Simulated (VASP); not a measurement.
# CuAs3 (Fm-3m) in VASP: reference runs

Reference runs on CuAs3: the cell as given.

Everything below comes from runs of VASP 6.6.1. Logs are shortened: lines on timing, memory, paths and dates and some standing lists are left out, and cuts for length are marked.

**1. The crystal as given**

The structure is cubic, space group Fm-3m (No. 225). Conventional cell: a = 7.663 Å, b = 7.663 Å, c = 7.663 Å, α = 90.00°, β = 90.00°, γ = 90.00°. Around Cu (site symmetry m-3m) lie 8 As at 3.32 Å. Around As (site symmetry -43m) lie 4 Cu at 3.32 Å and 4 As at 3.32 Å. As (site symmetry m-3m) is surrounded by 8 As at 3.32 Å.

The cell was built by a generator and needn't be a form met in nature.

**2. Single point, PBE**

INCAR

```
SYSTEM = CuAs3
PREC     = Accurate       ! precision mode
ENCUT    = 520            ! plane-wave cutoff, eV
EDIFF    = 1E-7           ! SCF threshold, eV
ISMEAR   = -1             ! smearing method
SIGMA    = 0.05           ! smearing width, eV
LREAL    = .FALSE.        ! projectors in reciprocal space
LASPH    = .TRUE.         ! aspherical terms in the spheres
NELM     = 60             ! most SCF steps
ALGO     = Normal         ! electronic algorithm
ISIF     = 2              ! what is computed and relaxed
LWAVE    = .FALSE.        ! write WAVECAR
LCHARG   = .FALSE.        ! write CHGCAR
GGA      = PE             ! functional
NBANDS   = 21             ! bands
```

KPOINTS

```
Automatic mesh
0
G
  6 6 6
  0 0 0
```

POSCAR

```
CuAs3
1.0
    0.0000000000      3.8316845500      3.8316845500
    3.8316845500      0.0000000000      3.8316845500
    3.8316845500      3.8316845500      0.0000000000
Cu As
1 3
Direct
    0.0000000000      0.0000000000      0.0000000000
    0.2500000000      0.2500000000      0.2500000000
    0.7500000000      0.7500000000      0.7500000000
    0.5000000000      0.5000000000      0.5000000000
```

Potentials or basis: VASP PAW PBE potentials, release 64 (Cu, As).

Command:

```console
$ cat potpaw_PBE.64/Cu/POTCAR potpaw_PBE.64/As/POTCAR > POTCAR
$ mpirun -np 1 vasp_std > vasp.out
```

OUTCAR:

```text
SYSTEM = CuAs3
   PREC = Accurate
   ENCUT = 520
   EDIFF = 1E-7
   ISMEAR = -1
   LREAL = .FALSE.
   LASPH = .TRUE.
   NELM = 60
   ISIF = 2
   GGA = PE

 ion  position               nearest neighbor table
   1  0.000  0.000  0.000-
   2  0.250  0.250  0.250-
   3  0.750  0.750  0.750-
   4  0.500  0.500  0.500-

  LATTYP: Found a face centered cubic cell.
 ALAT       =     7.6633691000

  Lattice vectors:

 A1 = (   0.0000000000,   3.8316845500,   3.8316845500)
 A2 = (   3.8316845500,   0.0000000000,   3.8316845500)
 A3 = (   3.8316845500,   3.8316845500,   0.0000000000)

Analysis of symmetry for initial positions (statically):
=====================================================================
 Subroutine PRICEL returns:
 Original cell was already a primitive cell.

 Routine SETGRP: Setting up the symmetry group for a
 face centered cubic supercell.

 Subroutine GETGRP returns: Found 48 space group operations
 (whereof 48 operations were pure point group operations)
 out of a pool of 48 trial point group operations.

The static configuration has the point symmetry O_h .

Analysis of symmetry for dynamics (positions and initial velocities):
=====================================================================
 Subroutine PRICEL returns:
 Original cell was already a primitive cell.

 Routine SETGRP: Setting up the symmetry group for a
 face centered cubic supercell.

 Subroutine GETGRP returns: Found 48 space group operations
 (whereof 48 operations were pure point group operations)
 out of a pool of 48 trial point group operations.

The dynamic configuration has the point symmetry O_h .

 Subroutine INISYM returns: Found 48 space group operations
 (whereof 48 operations are pure point group operations),
 and found     1 'primitive' translations

----------------------------------------------------------------------------------------

                                     Primitive cell

  volume of cell :     112.5121

  direct lattice vectors                    reciprocal lattice vectors
     0.000000000  3.831684550  3.831684550    -0.130490909  0.130490909  0.130490909
     3.831684550  0.000000000  3.831684550     0.130490909 -0.130490909  0.130490909
     3.831684550  3.831684550  0.000000000     0.130490909  0.130490909 -0.130490909

[... 68 lines left out ...]
 SYSTEM =  CuAs3
   PREC   = accura    normal or accurate (medium, high low for compatibility)
   ISTART =      0    job   : 0-new  1-cont  2-samecut
   ICHARG =      2    charge: 1-file 2-atom 10-const
   ISPIN  =      1    spin polarized calculation?
   LNONCOLLINEAR =      F non collinear calculations
   LSORBIT =      F    spin-orbit coupling
   LASPH  =      T    aspherical Exc in radial PAW
   ENCUT  =  520.0 eV  38.22 Ry    6.18 a.u.  10.08 10.08 10.08*2*pi/ulx,y,z
   NELM   =     60;   NELMIN=  2; NELMDL= -5     # of ELM steps
   EDIFF  = 0.1E-06   stopping-criterion for ELM
   LREAL  =      F    real-space projection
   EDIFFG = 0.1E-05   stopping-criterion for IOM
   NSW    =      0    number of steps for IOM
   IBRION =     -1    ionic relax: 0-MD 1-quasi-New 2-CG
   NFREE  =      0    steps in history (QN), initial steepest desc. (CG)
   ISIF   =      2    stress and relaxation
   ISYM   =      2    0-nonsym 1-usesym 2-fastsym
   POTIM  = 0.5000    time-step for ionic-motion
   TEBEG  =    0.0;   TEEND  =   0.0 temperature during run
   PSTRESS=    0.0 pullay stress
   NELECT =      26.0000    total number of electrons
   NUPDOWN=      -1.0000    fix difference up-down
   EMIN   =  10.00;   EMAX   =-10.00  energy-range for DOS
   EFERMI =   0.00;   METHOD = LEGACY
   ISMEAR =    -1;   SIGMA  =   0.05  broadening in eV -4-tet -1-fermi 0-gaus
   EFERMI_NEDOS =   21; number of points for ismear=-14 and -15
   IALGO  =     38    algorithm
   IMIX   =      4    mixing-type and parameters
     AMIX     =   0.40;   BMIX     =  1.00
     AMIX_MAG =   1.60;   BMIX_MAG =  1.00
  volume/ion in A,a.u.               =      28.13       189.82
  Fermi-wavevector in a.u.,A,eV,Ry     =   1.004615  1.898447 13.731690  1.009251
  Thomas-Fermi vector in A             =   2.137242
   LORBIT       =      0    0 simple, 1 ext, 2 COOP (PROOUT), +10 PAW based schemes
   GGA     = PE    functional components
[... 5 lines left out ...]
 non-spin polarized calculation
  energy-cutoff  :      520.00
  volume of cell :      112.51
 maximum number of plane-waves:      3071
   NGX = 21   NGY = 21   NGZ = 21

 number of electron      25.9999993 magnetization

 Free energy of the ion-electron system (eV)
  ---------------------------------------------------
  ext. energy  EPLUGINS =         0.00000000
  ---------------------------------------------------
  free energy    TOTEN  =       -13.29857664 eV

  energy without entropy =      -13.28154326  energy(sigma->0) =      -13.29005995

 E-fermi :   2.1588     XC(G=0):  -8.9633

 val. band max:        2.1436810381   @ k =  -0.3333   0.1667   0.0000
 cond. band min:       2.3043841365   @ k =   0.5000   0.3333   0.1667
 fundamental gap:      0.1607030984
 Fermi energy:         2.1588030178

 k-point     1 :       0.0000    0.0000    0.0000
  band No.  band energies     occupation
      1      -9.5083      2.00000
      2      -7.0141      2.00000
      3      -6.4274      2.00000
      4      -0.1209      2.00000
      5      -0.1209      2.00000
      6      -0.1209      2.00000
[... 373 lines left out ...]
     20       8.2855      0.00000
     21       8.3256      0.00000

------------------------ aborting loop because EDIFF is reached ----------------------------------------

  FORCE on cell =-STRESS in cart. coord.  units (eV):
  Direction    XX          YY          ZZ          XY          YZ          ZX
  --------------------------------------------------------------------------------------
  -------------------------------------------------------------------------------------
  Total       -9.6368276     -9.6368276     -9.6368276     -0.0000000     -0.0000000     -0.0000000
  in kB     -137.2288524   -137.2288524   -137.2288524     -0.0000000     -0.0000000     -0.0000000
  external PRESSURE =    -137.2288524 kB  Pullay stress =       0.0000000 kB

 VOLUME and BASIS-vectors are now :
 -----------------------------------------------------------------------------
  energy-cutoff  :      520.00
  volume of cell :      112.51
      direct lattice vectors                 reciprocal lattice vectors
     0.000000000  3.831684550  3.831684550    -0.130490909  0.130490909  0.130490909
     3.831684550  0.000000000  3.831684550     0.130490909 -0.130490909  0.130490909
     3.831684550  3.831684550  0.000000000     0.130490909  0.130490909 -0.130490909

 POSITION                                       TOTAL-FORCE (eV/Angst)
 -----------------------------------------------------------------------------------
      0.00000      0.00000      0.00000         0.000000      0.000000      0.000000
      1.91584      1.91584      1.91584        -0.000000      0.000000     -0.000000
      5.74753      5.74753      5.74753         0.000000     -0.000000     -0.000000
      3.83168      3.83168      3.83168         0.000000      0.000000      0.000000
 -----------------------------------------------------------------------------------
    total drift:                               -0.000000      0.000000      0.000000

  FREE ENERGIE OF THE ION-ELECTRON SYSTEM (eV)
  ---------------------------------------------------
  free  energy   TOTEN  =       -13.2985766378 eV

  energy  without entropy=      -13.2815432605  energy(sigma->0) =      -13.29005995
```

Run time: 52 s. Hardware: 1 thread of Intel Xeon Platinum 8375C at 2.90GHz (Ice Lake), shared host; peak memory 0.25 GiB.

Results:

| Item | Value |
| --- | --- |
| Free energy | -13.2986 eV |
| Pressure | -13.7 GPa |
| Band gap on the k mesh | none (metal or under the smearing width) |

Levels at points of the mesh, in eV from the Fermi level:
| k point | band 11 | band 12 | band 13 | band 14 | band 15 | band 16 | band 17 | band 18 |
| --- | --- | --- | --- | --- | --- | --- | --- | --- |
| (0.00, 0.00, 0.00) | -1.55 | -0.69 | -0.69 | -0.69 | 0.65 | 0.79 | 0.79 | 0.79 |
| (0.50, 0.00, 0.00) | -1.21 | -1.16 | -1.16 | -0.27 | 1.10 | 1.85 | 1.85 | 2.96 |
| (0.50, 0.50, 0.00) | -1.51 | -0.25 | 0.94 | 0.94 | 1.28 | 1.79 | 1.79 | 2.28 |
